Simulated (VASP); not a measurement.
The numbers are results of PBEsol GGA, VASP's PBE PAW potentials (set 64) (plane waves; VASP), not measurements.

The input files of a VASP run:

### INCAR
```
! general
SYSTEM  = RhN
PREC    = Accurate
ENCUT   = 520
LREAL   = .False.
LASPH   = .True.

! electronic loop
EDIFF   = 1E-7
NELM    = 100
ALGO    = Normal
LMAXMIX = 4

! smearing
ISMEAR  = -5

! functional
GGA     = PS

! ions
ISIF    = 2

! output
LWAVE   = .False.
LCHARG  = .True.
LORBIT  = 11
NEDOS   = 601
```

### KPOINTS
```
Regular mesh
0
gamma
 15 15 15
0 0 0
```

POSCAR:
```
RhN
1.0
  2.6730209649   0.0000000000   0.0000000000
  0.0000000000   2.6730209649   0.0000000000
  0.0000000000   0.0000000000   2.6730209649
Rh N
1 1
direct
  0.0000000000   0.0000000000   0.0000000000
  0.5000000000   0.5000000000   0.5000000000
```

POTCAR, in this order: Rh_pv N (PBE.64 set). Program: vasp_std.

Problem. Estimate the energy per atom (σ→0), band gap (on the k-mesh).

Solution. 
- energy per atom (σ→0): -7.209 eV/atom
- band gap (on the k-mesh): none (metal, semimetal or under 0.01 eV)

**OSZICAR**
```
...
DAV:  10    -0.144171946375E+02    0.66033E-03   -0.23849E-03  3564   0.628E-01    0.788E-02
DAV:  11    -0.144171619566E+02    0.32681E-04   -0.95125E-05  4380   0.933E-02    0.478E-02
DAV:  12    -0.144171666826E+02   -0.47261E-05   -0.47078E-06  3702   0.241E-02    0.684E-03
DAV:  13    -0.144171662728E+02    0.40983E-06   -0.48678E-07  3942   0.816E-03    0.221E-03
DAV:  14    -0.144171658660E+02    0.40682E-06   -0.55534E-08  2382   0.264E-03    0.484E-04
DAV:  15    -0.144171659853E+02   -0.11930E-06   -0.75022E-09  2220   0.112E-03    0.398E-05
DAV:  16    -0.144171659867E+02   -0.13556E-08   -0.69761E-10  1962   0.246E-04
   1 F= -.14417166E+02 E0= -.14417166E+02  d E =0.000000E+00
```

The structure was generated: RhN was put into the CsCl type type (Pm-3m), which need not be its known phase. It was relaxed first, which changed the volume by -10 %.
